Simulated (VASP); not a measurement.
An input for Ansatz (written as the equivalent of a VASP run, and not itself run):

Ansatz 0.2 input:
```yaml
crystal:
  lattice:
    - [0.0000000, 3.3956980, 3.3956980]
    - [3.3956980, 0.0000000, 3.3956980]
    - [3.3956980, 3.3956980, 0.0000000]
  atoms:
    - { symbol: Rb, position: [0.0000000, 0.0000000, 0.0000000] }
    - { symbol: Br, position: [0.5000000, 0.5000000, 0.5000000] }
kpoints:
  mp_grid: { grid: [7, 7, 7] }
hamiltonian:
  xc: pbe
  dispersion: d4
  pseudopotentials: { kind: paw }
scf:
  occupations: { method: gaussian, width: 0.05 }
  max_iter: 100
output: { forces: true, stress: true, eigenvalues: true }
```

### Question
Translate this input to VASP (INCAR, KPOINTS, POSCAR, choice of POTCAR).

### Answer
One answer among several that fit: 
### INCAR
```
SYSTEM=RbBr
LASPH=T
SIGMA=0.05   ! width (eV)
GGA=PE
IVDW=13   ! D4
ENCUT=520   ! plane-wave cut-off (eV)
ISIF=2
ISMEAR=0
LCHARG=F
NELM=100   ! most electronic steps
LWAVE=F
EDIFF=1E-7
LMAXMIX=4   ! l cut-off of mixed one-centre charges
ALGO=Normal   ! blocked Davidson
LREAL=F
PREC=Accurate
```

File KPOINTS:
```
Automatic
0
G
7 7 7
0 0 0
```

**POSCAR**
```
RbBr
1
    0.0000000000     3.3956979582     3.3956979582
    3.3956979582     0.0000000000     3.3956979582
    3.3956979582     3.3956979582     0.0000000000
Rb Br
1 1
Direct
  0.0000000000   0.0000000000   0.0000000000
  0.5000000000   0.5000000000   0.5000000000
```

POTCAR, in this order: Rb_sv Br (PBE.64 set). Program: vasp_std.

What does not carry over: each code has its own PAW files, so the cut-off isn't converted (ENCUT is set for VASP's; basis.ecutwfc is left out, and Ansatz then takes the one that its files recommend); Ansatz stops its SCF on the density residual and VASP on the energy change (EDIFF).

The compound is RbBr in the rock salt structure. This cell is one point of a volume scan, at 0.94 of the reference volume.
